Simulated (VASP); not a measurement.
OSZICAR of a VASP run on Ca (fcc):

OSZICAR:
```
       N       E                     dE             d eps       ncg     rms          rms(c)
DAV:   1     0.510906973925E+02    0.51091E+02   -0.44925E+03   854   0.822E+02
DAV:   2    -0.859661458449E+00   -0.51950E+02   -0.51705E+02   875   0.202E+02
DAV:   3    -0.189533859397E+01   -0.10357E+01   -0.10301E+01  1380   0.297E+01
DAV:   4    -0.191918423336E+01   -0.23846E-01   -0.23850E-01  1304   0.373E+00
DAV:   5    -0.191968405174E+01   -0.49982E-03   -0.49971E-03  1314   0.301E-01    0.228E+00
DAV:   6    -0.191049766242E+01    0.91864E-02   -0.16119E-02  1282   0.153E+00    0.863E-01
DAV:   7    -0.191467638148E+01   -0.41787E-02   -0.65243E-03  1029   0.110E+00    0.750E-02
DAV:   8    -0.191526604891E+01   -0.58967E-03   -0.11354E-03  1479   0.270E-01    0.885E-03
DAV:   9    -0.191526562747E+01    0.42145E-06   -0.42897E-05  1149   0.777E-02    0.257E-03
DAV:  10    -0.191526576753E+01   -0.14007E-06   -0.12988E-06  1135   0.828E-03
   1 F= -.19152658E+01 E0= -.19154033E+01  d E =0.412559E-03
```

Problem. Which electronic solver shows in the log?

Solution. It is blocked Davidson (ALGO = Normal, or the opening steps of other solvers). The INCAR had ALGO = Normal.

Problem. Can the final energy be trusted as converged?

Solution. The run converged. It stopped with EDIFF = 1E-6, NELM = 100 (PBE GGA, plane waves, VASP's PBE PAW potentials (set 64)).

The compound is Ca in the fcc structure. The cell was not relaxed at this level. The run is one of a series of settings (AMIX = 0.6, BMIX = 1.0, IMIX = 4 against the base run), some of them coarse on purpose.
